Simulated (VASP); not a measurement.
Here is the system:

```
BeSe
1.0
    0.00000     2.57000     2.57000
    2.57000     0.00000     2.57000
    2.57000     2.57000     0.00000
Be Se
1 1
Direct
  0.00000   0.00000   0.00000
  0.25000   0.25000   0.25000
```

Method: G0W0 on PBE orbitals, VASP's PBE PAW potentials (set 64) (plane waves; VASP). Run with PREC = Normal, 500 eV cut-off, 6×6×6 Γ-centred mesh, Gaussian smearing of 0.010 eV, potentials Be_sv_GW Se_GW.

The mesh is coarse and the basis finite, so the quasiparticle values are not converged.

NBANDS = 120, ENCUTGW = 180 eV, NOMEGA = 64. The PBE levels (eV) that the step starts from are:

```
state                            KS energy  filling
-------------------------------  ---------  -------
k1 (0.00, 0.00, 0.00), band 2       -10.55        2
k1 (0.00, 0.00, 0.00), band 3         3.24        2
k1 (0.00, 0.00, 0.00), band 4         3.24        2
k1 (0.00, 0.00, 0.00), band 5         3.24        2
k1 (0.00, 0.00, 0.00), band 6         7.66        0
k1 (0.00, 0.00, 0.00), band 7         8.23        0
k1 (0.00, 0.00, 0.00), band 8         8.23        0
k1 (0.00, 0.00, 0.00), band 9         8.23        0
k9 (-0.17, 0.17, 0.00), band 2       -9.88        2
k9 (-0.17, 0.17, 0.00), band 3        0.00        2
k9 (-0.17, 0.17, 0.00), band 4        1.38        2
k9 (-0.17, 0.17, 0.00), band 5        2.76        2
k9 (-0.17, 0.17, 0.00), band 6        8.53        0
k9 (-0.17, 0.17, 0.00), band 7        9.14        0
k9 (-0.17, 0.17, 0.00), band 8        9.59        0
k9 (-0.17, 0.17, 0.00), band 9       10.94        0
k15 (-0.33, 0.33, 0.17), band 2      -8.86        2
k15 (-0.33, 0.33, 0.17), band 3      -1.60        2
k15 (-0.33, 0.33, 0.17), band 4      -0.25        2
k15 (-0.33, 0.33, 0.17), band 5       0.83        2
k15 (-0.33, 0.33, 0.17), band 6       8.94        0
k15 (-0.33, 0.33, 0.17), band 7       9.36        0
k15 (-0.33, 0.33, 0.17), band 8      12.01        0
k15 (-0.33, 0.33, 0.17), band 9      12.30        0
```

Give the quasiparticle energies and renormalisation factors Z.

```json
[
 {"state": "k1 (0.00, 0.00, 0.00), band 2", "QP energy (eV)": "-11.91", "Z": "0.74"},
 {"state": "k1 (0.00, 0.00, 0.00), band 3", "QP energy (eV)": "2.26", "Z": "0.80"},
 {"state": "k1 (0.00, 0.00, 0.00), band 4", "QP energy (eV)": "2.26", "Z": "0.80"},
 {"state": "k1 (0.00, 0.00, 0.00), band 5", "QP energy (eV)": "2.26", "Z": "0.80"},
 {"state": "k1 (0.00, 0.00, 0.00), band 6", "QP energy (eV)": "8.26", "Z": "0.80"},
 {"state": "k1 (0.00, 0.00, 0.00), band 7", "QP energy (eV)": "8.81", "Z": "0.80"},
 {"state": "k1 (0.00, 0.00, 0.00), band 8", "QP energy (eV)": "8.81", "Z": "0.80"},
 {"state": "k1 (0.00, 0.00, 0.00), band 9", "QP energy (eV)": "8.81", "Z": "0.80"},
 {"state": "k9 (-0.17, 0.17, 0.00), band 2", "QP energy (eV)": "-11.17", "Z": "0.75"},
 {"state": "k9 (-0.17, 0.17, 0.00), band 3", "QP energy (eV)": "-1.16", "Z": "0.78"},
 {"state": "k9 (-0.17, 0.17, 0.00), band 4", "QP energy (eV)": "0.30", "Z": "0.79"},
 {"state": "k9 (-0.17, 0.17, 0.00), band 5", "QP energy (eV)": "1.76", "Z": "0.79"},
 {"state": "k9 (-0.17, 0.17, 0.00), band 6", "QP energy (eV)": "9.12", "Z": "0.80"},
 {"state": "k9 (-0.17, 0.17, 0.00), band 7", "QP energy (eV)": "9.76", "Z": "0.79"},
 {"state": "k9 (-0.17, 0.17, 0.00), band 8", "QP energy (eV)": "10.11", "Z": "0.79"},
 {"state": "k9 (-0.17, 0.17, 0.00), band 9", "QP energy (eV)": "11.52", "Z": "0.79"},
 {"state": "k15 (-0.33, 0.33, 0.17), band 2", "QP energy (eV)": "-10.02", "Z": "0.75"},
 {"state": "k15 (-0.33, 0.33, 0.17), band 3", "QP energy (eV)": "-2.91", "Z": "0.77"},
 {"state": "k15 (-0.33, 0.33, 0.17), band 4", "QP energy (eV)": "-1.46", "Z": "0.77"},
 {"state": "k15 (-0.33, 0.33, 0.17), band 5", "QP energy (eV)": "-0.28", "Z": "0.78"},
 {"state": "k15 (-0.33, 0.33, 0.17), band 6", "QP energy (eV)": "9.33", "Z": "0.80"},
 {"state": "k15 (-0.33, 0.33, 0.17), band 7", "QP energy (eV)": "9.91", "Z": "0.79"},
 {"state": "k15 (-0.33, 0.33, 0.17), band 8", "QP energy (eV)": "12.64", "Z": "0.78"},
 {"state": "k15 (-0.33, 0.33, 0.17), band 9", "QP energy (eV)": "12.96", "Z": "0.78"}
]
```
On the mesh the gap opens from 2.61 to 3.89 eV.

The compound is BeSe in the zinc blende structure. The cell was not relaxed at this level.
